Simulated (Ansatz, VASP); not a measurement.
**BN: VASP beside Ansatz**

Wanted: the spread between two codes on one cell, functional and k mesh. The cell is taken from a series of runs on this material, whose earlier steps may have relaxed, scaled, displaced or heated it; both programs get it as it stands.

Method: plane waves, with VASP 6.6.1 beside it; zone-centre phonons at LDA, in Ansatz 0.2.0.

## 1. The structure

The structure is hexagonal, space group P6_3/mmc (No. 194). Conventional cell: a = 2.513 Å, b = 2.513 Å, c = 6.669 Å, α = 90.00°, β = 90.00°, γ = 120.00°. B has 3 N at 1.45 Å nearest. Nearest to N lie 3 B at 1.45 Å. Farther neighbours and most contacts between anions are not listed.

## 2. Ansatz: zone-centre phonons, LDA

Ansatz runs on its default PAW (the set named soft_2) files.

Second derivatives magnify differences that forces hide, and they need a tight electronic threshold.

The input, input.yaml:

```yaml
crystal:
  lattice:
    - [2.5131739753, 0.0, 0.0]
    - [-1.2565869876, 2.1764725068, 0.0]
    - [0.0, 0.0, 6.6686778072]
  atoms:
    - { symbol: B, position: [0.3333333333, 0.6666666667, 0.25] }
    - { symbol: B, position: [0.6666666667, 0.3333333333, 0.75] }
    - { symbol: "N", position: [0.3333333333, 0.6666666667, 0.75] }
    - { symbol: "N", position: [0.6666666667, 0.3333333333, 0.25] }
kpoints:
  mp_grid: { grid: [6, 6, 2] }
hamiltonian:
  xc: lda
scf:
  occupations: { method: fixed }
output:
  eigenvalues: true
basis:
  ecutwfc: 260.0
phonons:
  method: dfpt
  dielectric: true
  rigid_motions: translations
```

Started as:

```bash
> ansatz run input.yaml --threads 4 --pin off --max-ram 7168MiB --backend cpu --events-out ev --progress --plain --runs-dir out
```

Numbers of over 12 decimals in the logs are rounded to 6 here.

Output:

```text
Warning: basis.ecutwfc = 260 eV is below the records' recommended 420 eV, and the density's cutoff is lower with it unless basis.ecutrho_ratio is high enough to keep the records' density cutoff: compare with a run at a higher cutoff
Engine: ansatz 0.2.0, x86_64-unknown-linux-gnu
Pseudopotentials: kind: paw
Pseudopotential: B, paw, valence charge 3, recommended cutoff 420 eV (normal), B.paw.azcp
Pseudopotential: N, paw, valence charge 5, recommended cutoff 420 eV (normal), N.paw.azcp
Functional definition: SPW92
  exchange = slater_x
  correlation = pw_c
Crystal: 4 atoms, lattice volume = 36.477 Å³
Basis set: ecut = 260 eV, 359 PW (Γ), exchange–correlation on 30×30×72 points (8 copies of the dense FFT grid, shifted against one another)
Bands: 12, of which v1, the nominal top of the filled ones, is band 8 counted from 1 (7 counted from 0)
Symmetry: 24 space group operations
k-points: 26 of 72 (irreducible under 2 space group operations, time reversal used)
Non-local potential: B, projectors of the file, l = 0: 2, l = 1: 2, l = 2: 1
Non-local potential: N, projectors of the file, l = 0: 2, l = 1: 2, l = 2: 1
PAW form: soft (Blöchl's): semilocal exchange-correlation on the pseudo side does not see the compensation charge
PAW frozen core: B, regenerated for the run's functional, and the local potential with it (the file was generated under x = pbe(κ = 0.804, μ = 0.219515), c = pbe(β = 0.066725))
PAW frozen core: N, regenerated for the run's functional, and the local potential with it (the file was generated under x = pbe(κ = 0.804, μ = 0.219515), c = pbe(β = 0.066725))
PAW one-centre angular grid: B, 110 points (default); XC on 64 Gauss nodes
PAW one-centre angular grid: N, 110 points (default); XC on 64 Gauss nodes
Initial density: superposition of atomic densities (neutral atoms: chi_scale 0, normalization atom), corrected by the library's trained network
Initial wavefunctions: pseudopotential atomic-orbital guess
Functional: x = slater, c = lda
SCF iter   1: F=—  HF=-1050.684073 eV  |F-HF|=—  |Δ(HF+E_count)|=         —  Δρ=2.91e-2  dr2=1.67e-1  ethr=1.77e-3  ⟨swp⟩=4.7  Hψ=1502  notcnv=0  defer=46
preconditioner: auto → none  [insulator: Δε(μ)=3.777 eV  Ē_g=15.462 eV  n_scr=4 (ndim 8)  ℏωp=24.6 eV  f_vac=0.021  ε∞_Penn≈3.5]
SCF iter   2: F=—  HF=-1050.634294 eV  |F-HF|=—  |Δ(HF+E_count)|=   4.98e-2  Δρ=1.11e-2  dr2=2.38e-2  ethr=1.04e-3  ⟨swp⟩=2.0  Hψ=722  notcnv=0  defer=50
SCF iter   3: F=—  HF=-1050.629399 eV  |F-HF|=—  |Δ(HF+E_count)|=   4.90e-3  Δρ=5.27e-3  dr2=1.66e-3  ethr=1.49e-4  ⟨swp⟩=2.1  Hψ=523  notcnv=0  defer=51
SCF iter   4: F=—  HF=-1050.629723 eV  |F-HF|=—  |Δ(HF+E_count)|=   3.24e-4  Δρ=4.36e-4  dr2=1.20e-5  ethr=1.04e-5  ⟨swp⟩=3.0  Hψ=572  notcnv=0  defer=52
SCF iter   5: F=—  HF=-1050.629725 eV  |F-HF|=—  |Δ(HF+E_count)|=   2.34e-6  Δρ=4.05e-5  dr2=1.88e-7  ethr=7.51e-8  ⟨swp⟩=2.3  Hψ=520  notcnv=0
SCF iter   6: F=—  HF=-1050.629728 eV  |F-HF|=—  |Δ(HF+E_count)|=   2.53e-6  Δρ=1.23e-6  dr2=3.61e-10  ethr=1.18e-9  ⟨swp⟩=1.5  Hψ=380  notcnv=0
SCF iter   7: F=-1050.629728 eV  HF=-1050.629728 eV  |F-HF|=2.52e-11  |Δ(HF+E_count)|=  1.33e-10  Δρ=3.75e-7  dr2=3.48e-11  ethr=1.00e-12  ⟨swp⟩=7.2  Hψ=1815  notcnv=0
SCF 1 converged in 7 iterations: F = -1050.629728 eV  dr2 = 3.48e-11
  greatest PAW one-centre occupation: 0.788 electrons in one spin orbital (limit 2), on the N atom at site 3 (counted from 0), in its partial waves of l = 0
DFPT response loops at Γ: preconditioner auto → Resta (q_TF=auto, 2.378 Å⁻¹)  ε∞=3.9 (no band partly filled); β = 1.00, the filter's whole step (`scf.mixing.beta` (0.50) is not read by the response loops at its default; to damp them type it under 1.00, their step now; it binds the ground state too); Broyden in place of MSR1
── the response to a field inside a basis, on 6×6×2 k-points: an SCF that follows is theirs, and a resumed run solves both again ──
Bands: 9, of which v1, the nominal top of the filled ones, is band 8 counted from 1 (7 counted from 0)
k-points: 12 of 72 (irreducible under 8 space group operations)
Initial density: handed on by an earlier stage of this run
Initial wavefunctions: pseudopotential atomic-orbital guess (no wavefunctions were taken with the density)
Eigensolver: Dense (12 Hₖ)
SCF iter   1: F=—  HF=-1052.384897 eV  |F-HF|=—  |Δ(HF+E_count)|=         —  Δρ=2.21e-2  dr2=6.37e-2  ethr=1.00e-1
preconditioner: auto → none  [insulator: Δε(μ)=4.582 eV  Ē_g=12.959 eV  n_scr=4 (ndim 8)  ℏωp=24.6 eV  f_vac=0.010  ε∞_Penn≈4.6]
SCF iter   2: F=—  HF=-1052.365133 eV  |F-HF|=—  |Δ(HF+E_count)|=   1.98e-2  Δρ=8.55e-3  dr2=1.25e-2  ethr=3.98e-4
SCF iter   3: F=—  HF=-1052.362593 eV  |F-HF|=—  |Δ(HF+E_count)|=   2.54e-3  Δρ=4.42e-3  dr2=1.22e-3  ethr=7.83e-5
SCF iter   4: F=—  HF=-1052.362452 eV  |F-HF|=—  |Δ(HF+E_count)|=   1.41e-4  Δρ=9.87e-4  dr2=5.80e-5  ethr=7.61e-6
SCF iter   5: F=—  HF=-1052.362454 eV  |F-HF|=—  |Δ(HF+E_count)|=   1.76e-6  Δρ=1.09e-4  dr2=6.52e-7  ethr=3.63e-7
SCF iter   6: F=-1052.362454 eV  HF=-1052.362454 eV  |F-HF|=1.07e-9  |Δ(HF+E_count)|=   2.60e-7  Δρ=5.85e-6  dr2=1.89e-9  ethr=4.08e-9
SCF 1 converged in 6 iterations: F = -1052.362454 eV  dr2 = 1.89e-9
  greatest PAW one-centre occupation: 0.789 electrons in one spin orbital (limit 2), on the N atom at site 2 (counted from 0), in its partial waves of l = 0
DFPT response loops at Γ: preconditioner auto → Resta (q_TF=auto, 2.378 Å⁻¹)  ε∞=3.7 (no band partly filled); β = 1.00, the filter's whole step (`scf.mixing.beta` (0.50) is not read by the response loops at its default; to damp them type it under 1.00, their step now; it binds the ground state too); Broyden in place of MSR1
WARN: field response: ε∞ stands inside a basis, on 6×6×2 points; the force constants stand on the 6×6×2 k-mesh, whose period is 12.75 times the interband length at k = (0.0000, -0.5000, 0.0000), direct gap 4.472 eV, under 14: take them and everything formed from them as unconverged, and compare with a denser kpoints.mp_grid
SCF converged after 7 iterations
Free energy (F): -1050.629728 eV
Harris-Foulkes:  -1050.629728 eV  (|F-HF|=2.52e-11)
Internal energy: -1050.629728 eV  (E = F + TS)
E sigma→0 (E₀):  -1050.629728 eV
Fermi energy:    4.426476 eV
--- Per-component energies (eV) ---
  E_band       = -43.104579
  E_kinetic    = 369.982719
  E_local      = -691.799052  (includes V_loc(G=0)·N_el)
  E_nonlocal   = 112.112826
  E_hartree    = 220.854832
  E_xc         = -183.877988
  E_vxc        = -229.423147  (∫ρ·V_xc dr)
  E_paw        = -380.607647  (= ΣΔE_a)
  E_vpaw       = -45.690538  (= ΣTr[D̂ρ^β])
  E_aug_tail   = 0.002829  (compensation charges beyond the density's cutoff)
  E_ewald      = -497.550003
  E_core_change = 0.251757  (= ΣΔE_core)
  E_smearing   = -0.000000  (= −TS)
  E_closure    = -0.000000  (closes the sum)
  Σ components = -1050.629728   (vs F -1050.629728, Δ=0.00e0)
--- Band table (eV; the first three rows and the last of 26) ---
  k-point 0: bands = [... 4 lower, 2.9952, 2.9952, 3.0371, 3.0371, 9.2390, 14.4370, 15.8100, 15.8100]
  k-point 1: bands = [... 4 lower, 3.0966, 3.0966, 3.0966, 3.0966, 11.6567, 11.6567, 15.8817, 15.8817]
  k-point 2: bands = [... 4 lower, 1.0675, 1.1297, 2.1525, 2.1566, 10.1412, 13.9469, 15.1889, 15.3692]
  k-point 25: bands = [... 4 lower, -0.8806, -0.8806, 3.2934, 3.2934, 9.6726, 9.6726, 15.8636, 15.8636]
--- Phonons (Γ-DFPT): 4 representative perturbations + reference, on 26 of 72 k-points (Σ response iterations 12) ---
  k mesh reduced under 2 symmetry operations, with k and −k counted as one. Each operation leaves every solved perturbation unchanged. A smaller set is not considered because the run solves the response to a homogeneous field
  ASR residual: 3.743e-4 → 0.000e0 eV/Å²; symmetrization residual: 1.475e-6 eV/Å²
  ASR residual per site (eV/Å²): 2.76e-5 2.76e-5 3.74e-4 3.74e-4
  Γ frequencies (cm⁻¹): 0.00 0.00 0.00 52.18 52.18 100.53 739.48 794.12 1349.55 1349.55 1349.58 1349.58
  ε∞ (high-frequency dielectric tensor):
        4.831632     0.000000     0.000000
        0.000000     4.831632     0.000000
        0.000000     0.000000     2.739539
  ε⁰ (static dielectric tensor: ions relaxed, cell fixed):
        6.617452     0.000000    -0.000000
       -0.000000     6.617452     0.000000
       -0.000000     0.000000     3.190685
  ε⁰ − ε∞ (ionic part):
        1.785820    -0.000000    -0.000000
       -0.000000     1.785820     0.000000
       -0.000000     0.000000     0.451146
  softest optical mode at Γ: 52.18 cm⁻¹; the repairs (sum rule, projections) moved no ω² at Γ by more than (2.78 cm⁻¹)²
  Born effective charges Z* (e; rows j = field, columns β = displacement):
    site 0:
         2.71207    0.00000    0.00000
         0.00000    2.71207    0.00000
         0.00000    0.00000    0.74692
    site 1:
         2.71207    0.00000    0.00000
         0.00000    2.71207    0.00000
         0.00000    0.00000    0.74692
    site 2:
        -2.71207   -0.00000    0.00000
        -0.00000   -2.71207    0.00000
         0.00000    0.00000   -0.74692
    site 3:
        -2.71207   -0.00000    0.00000
        -0.00000   -2.71207    0.00000
         0.00000    0.00000   -0.74692
  Z* charge neutrality: 4.188e-2 e pre-enforcement
  solved inside a basis spanned on kpoints, on 6×6×2 k-points, its susceptibility summed on 12×12×4: ε∞ is read to err by 6.4e-2, Z* by 6.4e-2 e (field_mesh: kpoints solves on kpoints); Z* is corrected for what the basis lacks
  optical modes at Γ without the LO–TO term, one row a degenerate level:
      ω (cm⁻¹)  modes    IR ((D/Å)²/amu)
         52.18      2             0.0000
        100.53      1             0.0000
        739.48      1             4.2191
[...]
optical modes at Γ + LO–TO along q̂ = [1.0000, 0.0000, 0.0000]:
      ω (cm⁻¹)  modes    IR ((D/Å)²/amu)
[...]
optical modes at Γ + LO–TO along q̂ = [0.0000, 1.0000, 0.0000]:
      ω (cm⁻¹)  modes    IR ((D/Å)²/amu)
[...]
1349.58      2             0.0000
       1579.38      1            55.6252
  optical modes at Γ + LO–TO along q̂ = [0.0000, 0.0000, 1.0000]:
      ω (cm⁻¹)  modes    IR ((D/Å)²/amu)
         52.18      2             0.0000
        100.53      1             0.0000
        794.12      1             0.0000
        798.05      1             4.2191
       1349.55      2           111.2505
       1349.58      2             0.0000
```

Reading the cycles: dr2 is the Hartree energy of the density residual (eV), the measure of convergence; HF is the Harris–Foulkes estimate of the energy, which meets the free energy F at convergence.

[end of part 1 of 3]

[Lines on the potential files, build, host, timing and source positions are cut from VASP's logs without a mark.]

[Logs are printed without paths, hosts, clocks, repeated set-up lines and the standing remarks that a program may print on its own settings, such as how far it seeks lower states.]

[Hosts, paths, dates, database ids (printed as entryN), source tags and the programs' standing remarks are cut or masked in the printed files.]
